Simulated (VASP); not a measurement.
Given:

```xyz
4
Lattice="1.5437 -2.6738 0.0000 1.5437 2.6738 0.0000 0.0000 0.0000 5.0694" Properties=species:S:1:pos:R:3 pbc="T T T"
Si     1.5437    -0.8913     2.5330
Si     1.5437     0.8913     5.0677
C      1.5437    -0.8913     4.4374
C      1.5437     0.8913     1.9027
```

These are optB86b-vdW, VASP's PBE PAW potentials (set 64) (plane waves; VASP 6.6.1) values and carry that method's errors. Settings: 520 eV cut-off, 9×9×5 Γ-centred mesh, tetrahedra with Blöchl corrections, potentials Si C.

The cores are frozen, which limits the accuracy of field gradients.

Question: Give the principal components of the electric field gradient (V/Å²) and the asymmetry η at each nucleus.

Answer: 
```tsv
atom	Vxx	Vyy	Vzz	η
Si1	-1.6	-1.6	3.2	0.00
Si2	-1.6	-1.6	3.2	0.00
C3	-1.1	-1.1	2.2	0.00
C4	-1.1	-1.1	2.2	0.00
```

The compound is SiC in the wurtzite structure, the rare 2H polytype. It was relaxed first.
